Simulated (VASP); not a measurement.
An input for Quantum ESPRESSO's pw.x (written as the equivalent of a VASP run, and not itself run):

```
&CONTROL
  calculation = 'vc-relax'
  pseudo_dir = './pseudo'
  outdir = './out'
  tprnfor = .true.
  tstress = .true.
  nstep = 40
  forc_conv_thr = 0.00039
/
&SYSTEM
  ibrav = 0
  nat = 2
  ntyp = 2
  ecutwfc = 84
  occupations = 'smearing'
  smearing = 'gaussian'
  degauss = 0.003675
  input_dft = 'pbesol'
/
&ELECTRONS
  conv_thr = 7.3e-09
  electron_maxstep = 100
/
&IONS
/
&CELL
  press = 100
/
ATOMIC_SPECIES
  Ga 69.723 Ga.upf
  N 14.007 N.upf
CELL_PARAMETERS angstrom
     0.0000000    2.2123206    2.2123206
     2.2123206   -0.0000000    2.2123206
     2.2123206    2.2123206    0.0000000
ATOMIC_POSITIONS crystal
  Ga   0.0000000  0.0000000  0.0000000
  N    0.2500000  0.2500000  0.2500000
K_POINTS automatic
  10 10 10 0 0 0
```

Q: Translate this input to VASP (INCAR, KPOINTS, POSCAR, choice of POTCAR).

A: One answer among several that fit: 
### INCAR
```
SYSTEM = GaN
PREC = Accurate; ENCUT = 600; LREAL = .False.
LASPH = .True.
EDIFF = 1E-7; NELM = 100; ALGO = Normal
LMAXMIX = 4
ISMEAR = 0; SIGMA = 0.05
GGA = PS
IBRION = 2; NSW = 40; ISIF = 3
EDIFFG = -0.01; PSTRESS = 100
LWAVE = .False.; LCHARG = .False.
```

### KPOINTS
```
Automatic
0
gamma
  10 10 10
0 0 0
```

File POSCAR:
```
GaN
1
    0.0000000000     2.2123205938     2.2123205938
    2.2123205938    -0.0000000000     2.2123205938
    2.2123205938     2.2123205938     0.0000000000
Ga N
1 1
Direct
  0.0000000000   0.0000000000   0.0000000000
  0.2500000000   0.2500000000   0.2500000000
```

POTCAR, in this order: Ga_d N (PBE.64 set). Program: vasp_std.

Limits of the translation: the potentials are each code's own (VASP's PAW set, PseudoDojo norm-conserving files in pw.x), so ENCUT and ecutwfc are chosen apart and not converted; conv_thr bounds pw.x's estimated SCF error, while EDIFF bounds the energy change between steps; forc_conv_thr acts on force components and is met together with etot_conv_thr.

The compound is GaN in the zinc blende structure, a metastable form; wurtzite is the usual one. It was relaxed first under an external pressure of 10 GPa.
